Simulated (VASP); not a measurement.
These are PBEsol GGA, VASP's PBE PAW potentials (set 64) (plane waves; VASP) values and carry that method's errors.

A VASP calculation is set up with these files.

KPOINTS:
```
Automatic mesh
0
Gamma
11 11 3
0 0 0
```

File POSCAR:
```
Pr
1
    3.6556202569    -0.0000000026    -0.0000000000
   -1.8278096331     3.1658604075     0.0000000000
    0.0000000000     0.0000000000    11.7851020221
Pr
4
Direct
  1.0000000000   1.0000000000   0.0000000000
  1.0000000000   1.0000000000   0.5000000000
  0.3333330000   0.6666670000   0.2500000000
  0.6666670000   0.3333330000   0.7500000000
```

### INCAR
```
ALGO = Normal
EDIFF = 1E-7
ENCUT = 400
GGA = PS
ISIF = 2
ISMEAR = -5
LASPH = T
LCHARG = T
LMAXMIX = 6
LORBIT = 11
LREAL = F
LWAVE = F
NEDOS = 601
NELM = 100
PREC = Accurate
SYSTEM = Pr
```

POTCAR, in this order: Pr_3 (PBE.64 set). Program: vasp_std.

What VASP printed:

OUTCAR:
```
 ion  position               nearest neighbor table
   1  0.000  0.000  0.000-   3 3.62   4 3.62   4 3.62   3 3.62   4 3.62   3 3.62
   2  0.000  0.000  0.500-   3 3.62   4 3.62   4 3.62   3 3.62   4 3.62   3 3.62
   3  0.333  0.667  0.250-   1 3.62   2 3.62   1 3.62   2 3.62   1 3.62   2 3.62
   4  0.667  0.333  0.750-   1 3.62   2 3.62   1 3.62   2 3.62   1 3.62   2 3.62
  LATTYP: Found a hexagonal cell.
 ALAT       =     3.6556202569
 C/A-ratio  =     3.2238310311
 Subroutine PRICEL returns:
 Original cell was already a primitive cell.
 Subroutine GETGRP returns: Found 24 space group operations
The static configuration has the point symmetry D_3d.
 The point group associated with its full space group is D_6h.
The dynamic configuration has the point symmetry D_3d.
 Subroutine INISYM returns: Found 24 space group operations
 Subroutine IBZKPT returns following result:
 Found     32 irreducible k-points:

 Following reciprocal coordinates:
            Coordinates               Weight
  0.000000  0.000000  0.000000      1.000000
  0.090909 -0.000000  0.000000      6.000000
  0.181818  0.000000  0.000000      6.000000
  0.272727 -0.000000  0.000000      6.000000
  0.363636  0.000000  0.000000      6.000000
...
```

**OSZICAR**
```
       N       E                     dE             d eps       ncg     rms          rms(c)
DAV:   1     0.338873026193E+03    0.33887E+03   -0.18555E+04  1664   0.129E+03
DAV:   2     0.595488522883E+01   -0.33292E+03   -0.32907E+03  1870   0.347E+02
DAV:   3    -0.195683186161E+02   -0.25523E+02   -0.25027E+02  2774   0.665E+01
DAV:   4    -0.209884259946E+02   -0.14201E+01   -0.13936E+01  2366   0.143E+01
DAV:   5    -0.210428232276E+02   -0.54397E-01   -0.53558E-01  2490   0.240E+00    0.744E+00
DAV:   6    -0.208405595577E+02    0.20226E+00   -0.20677E-01  2112   0.344E+00    0.406E+00
DAV:   7    -0.207487751445E+02    0.91784E-01   -0.32302E-01  2384   0.386E+00    0.419E-01
DAV:   8    -0.207496294090E+02   -0.85426E-03   -0.11491E-02  2160   0.554E-01    0.374E-01
DAV:   9    -0.207497828220E+02   -0.15341E-03   -0.49855E-03  1922   0.631E-01    0.142E-01
DAV:  10    -0.207497373633E+02    0.45459E-04   -0.62660E-04  2184   0.193E-01    0.212E-02
DAV:  11    -0.207497400781E+02   -0.27148E-05   -0.28349E-05  2166   0.287E-02    0.152E-02
DAV:  12    -0.207497400902E+02   -0.12070E-07   -0.10012E-06  2264   0.422E-03    0.155E-02
DAV:  13    -0.207497403511E+02   -0.26095E-06   -0.30060E-07  1438   0.484E-03    0.119E-02
DAV:  14    -0.207497394426E+02    0.90854E-06   -0.22105E-06  1852   0.136E-02    0.406E-03
DAV:  15    -0.207497394684E+02   -0.25855E-07   -0.70168E-08  1138   0.176E-03
   1 F= -.20749739E+02 E0= -.20749739E+02  d E =0.000000E+00
```

### OUTCAR
```
------------------------ aborting loop because EDIFF is reached ----------------------------------------
  FORCE on cell =-STRESS in cart. coord.  units (eV):
  Direction    XX          YY          ZZ          XY          YZ          ZX
  --------------------------------------------------------------------------------------
  Total       -0.0356074     -0.0356074     -0.2209422     -0.0000000      0.0000000     -0.0000000
  in kB       -0.4182773     -0.4182774     -2.5953929     -0.0000001      0.0000000     -0.0000000
  external PRESSURE =      -1.1439826 kB  Pullay stress =       0.0000000 kB
  volume of cell :      136.39
      direct lattice vectors                 reciprocal lattice vectors
     3.655620257 -0.000000003  0.000000000     0.273551389  0.157934906  0.000000000
    -1.827809633  3.165860407  0.000000000     0.000000000  0.315869897  0.000000000
     0.000000000  0.000000000 11.785102022     0.000000000  0.000000000  0.084852893
 POSITION                                       TOTAL-FORCE (eV/Angst)
 -----------------------------------------------------------------------------------
      0.00000      0.00000      0.00000         0.000000      0.000000      0.000000
      0.00000      0.00000      5.89255         0.000000      0.000000      0.000000
     -0.00000      2.11057      2.94628         0.000000     -0.000000      0.000000
      1.82781      1.05529      8.83883        -0.000000      0.000000      0.000000
 -----------------------------------------------------------------------------------
    total drift:                                0.000000     -0.000000      0.000000
  FREE ENERGIE OF THE ION-ELECTRON SYSTEM (eV)
  ---------------------------------------------------
  free  energy   TOTEN  =       -20.7497394684 eV

  energy  without entropy=      -20.7497394684  energy(sigma->0) =      -20.74973947

 total charge

# of ion       s       p       d       tot
------------------------------------------
    1        2.136   5.701   0.991   8.827
    2        2.136   5.701   0.991   8.827
    3        2.137   5.707   0.980   8.823
    4        2.137   5.707   0.980   8.823
--------------------------------------------------
tot          8.546  22.815   3.940  35.302
```
(Selected blocks of OUTCAR.)

The 4f electrons are frozen in the core of the lanthanide potential, so 4f levels, which can set the real gap, and their magnetism are missing. For a metal the tetrahedron method with Blöchl corrections gives inexact stress and forces.

The structure was generated: Pr was put into the dhcp type (P6_3/mmc), which need not be its known phase. It was relaxed first.
